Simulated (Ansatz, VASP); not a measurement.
# Two plane-wave programs on Ag3F

```
CELL_PARAMETERS angstrom
0.00000 3.21609 3.21609
3.21609 0.00000 3.21609
3.21609 3.21609 0.00000
ATOMIC_POSITIONS crystal
Ag 0.25000 0.25000 0.25000
Ag 0.75000 0.75000 0.75000
Ag 0.50000 0.50000 0.50000
F 0.00000 0.00000 0.00000
```

Change from the starting cell: species swapped into the SrCa3 type (Fm-3m, No. 225).

Alike in both runs: functional PBE; k mesh 12 × 12 × 12; occupations gaussian, width 0.1 eV; no spin polarisation.

Ansatz relaxed the structure, and its values are those at the end. VASP's run is a single point on that final structure, the one shown.

|  | VASP | Ansatz |
| --- | --- | --- |
| version | VASP 6.6.1 | Ansatz 0.2.0 |
| potentials or method | VASP PAW PBE potentials, release 64 (Ag, F) | scalar-relativistic, plane waves, PAW |
| plane-wave cutoff (eV) | 520 | 420 |
| valence electrons in the cell | 40 | 64 |

```tsv
	VASP	Ansatz	Ansatz less VASP
gap on the k mesh at the Fermi level (eV)	none	none	-
pressure (GPa)	-0.2	0.0	+0.21
```

A gap of «none» marks a metal or a gap that the smearing closes. With one functional, cell and mesh, what is left measures potentials, basis and numerics. The two sets of potentials don't hold the same shells in valence.
